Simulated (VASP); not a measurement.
Computed with PBE GGA with D3 dispersion (Becke-Johnson damping), VASP's PBE PAW potentials (set 64) (plane waves; VASP 6.6.1).

VASP ran on this input.

**KPOINTS**
```
Automatic mesh
0
Gamma
8 8 8
0 0 0
```

File POSCAR:
```
PbS
1
    0.0000000000     2.9650302484     2.9650302484
    2.9650302484     0.0000000000     2.9650302484
    2.9650302484     2.9650302484     0.0000000000
Pb S
1 1
Direct
  0.0000000000   0.0000000000   0.0000000000
  0.5000000000   0.5000000000   0.5000000000
```

INCAR:
```
PREC = Accurate
LCHARG = F
ALGO = Normal   # blocked Davidson
LWAVE = F
LMAXMIX = 4
ENCUT = 520
NELM = 100   # most electronic steps
LASPH = T
GGA = PE   # PBE
EDIFF = 1E-7   # SCF stop (eV)
ISMEAR = 0   # Gaussian
SYSTEM = PbS
SIGMA = 0.05
IVDW = 12   # D3, Becke-Johnson
ISIF = 2   # forces and stress, cell fixed
LREAL = F
```

POTCAR, in this order: Pb_d S (PBE.64 set). Program: vasp_std.

Q: What will the output report for the number of irreducible k-points (NKPTS), largest plane-wave count, number of space-group operations, FFT grid (NGX, NGY, NGZ)?

A: 
```
Item                                           Value
--------------------------------------  ------------
number of irreducible k-points (NKPTS)            29
largest plane-wave count                        1424
number of space-group operations                  48
FFT grid (NGX, NGY, NGZ)                32 × 32 × 32
```

The compound is PbS in the rock salt structure. It was relaxed first.
